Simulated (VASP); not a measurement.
Given:

```yaml
crystal:
  lattice:
    - [4.37823, 0.00000, 0.00000]
    - [-2.18911, 3.79166, 0.00000]
    - [0.00000, 0.00000, 17.32866]
  atoms:
    - { symbol: Pb, position: [0.66667, 0.33333, 0.50000] }
    - { symbol: I, position: [0.33333, 0.66667, 0.38369] }
    - { symbol: I, position: [0.33333, 0.66667, 0.61631] }
```

Calculation: PBEsol GGA, VASP's PBE PAW potentials (set 64) (plane waves; VASP). Run with 400 eV cut-off, Gaussian smearing of 0.050 eV, potentials Pb_d I.

The cell holds a wide vacuum, so values per volume refer to the whole cell. Unless said otherwise, spin-orbit coupling is left out, though it shifts the bands of the heavy elements here.

Problem. Estimate the band gap (along the path) with the smallest direct gap where there is one.

Solution. 
```
Item                                   Result
------------------------------------  -------
band gap (along the path)             2.45 eV
smallest direct gap (along the path)  2.82 eV
```

Only differences to runs with the same potentials and settings are physical.

The cell is a sheet with vacuum, built from a generated structure.
